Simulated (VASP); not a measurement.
Input:

```
CuF
1.0
    2.62366     0.00000     0.00000
   -1.31183     2.27215     0.00000
    0.00000     0.00000     6.74236
Cu F
2 2
Direct
  0.33333   0.66667   0.04832
  0.66667   0.33333   0.54832
  0.33333   0.66667   0.32668
  0.66667   0.33333   0.82668
```

All values below come from PBEsol GGA, VASP's PBE PAW potentials (set 64) (plane waves; VASP). Run with 620 eV cut-off, 10×10×4 Γ-centred mesh, Gaussian smearing of 0.050 eV, potentials Cu F.

Energy and stress use the plane-wave basis of the starting cell.

The ions, cell shape and volume at an external pressure of 20.0 GPa are relaxed. Predict the relaxed structure.

```
CuF
1.0
    2.54800     0.00000     0.00000
   -1.27400     2.20664     0.00000
    0.00000     0.00000     6.71121
Cu F
2 2
Direct
  0.33333   0.66667   0.04923
  0.66667   0.33333   0.54923
  0.33333   0.66667   0.32577
  0.66667   0.33333   0.82577
```
Space group P6_3mc (186), at a tolerance of 0.03 Å.

How do energy and volume change from the first to the last step?

The energy (σ→0) changes by +56.8 meV/atom and the volume by -6.1 %, in 6 ionic steps.

```tsv
step	E(σ→0) (eV)	max force (eV/Å)	pressure (GPa)	volume (Å³)
1	-15.8946	0.007	10.19	40.19
2	-15.4894	0.082	28.73	36.72
3	-15.7053	0.040	19.98	38.15
4	-15.6720	0.188	20.16	37.80
5	-15.6734	0.183	20.06	37.81
6	-15.6673	0.003	20.03	37.73
```

The structure was generated: CuF was put into the wurtzite type (P6_3mc), which need not be its known phase. This run relaxes it under an external pressure of 20 GPa. Symmetry was kept, so distortions that lower it aren't found.
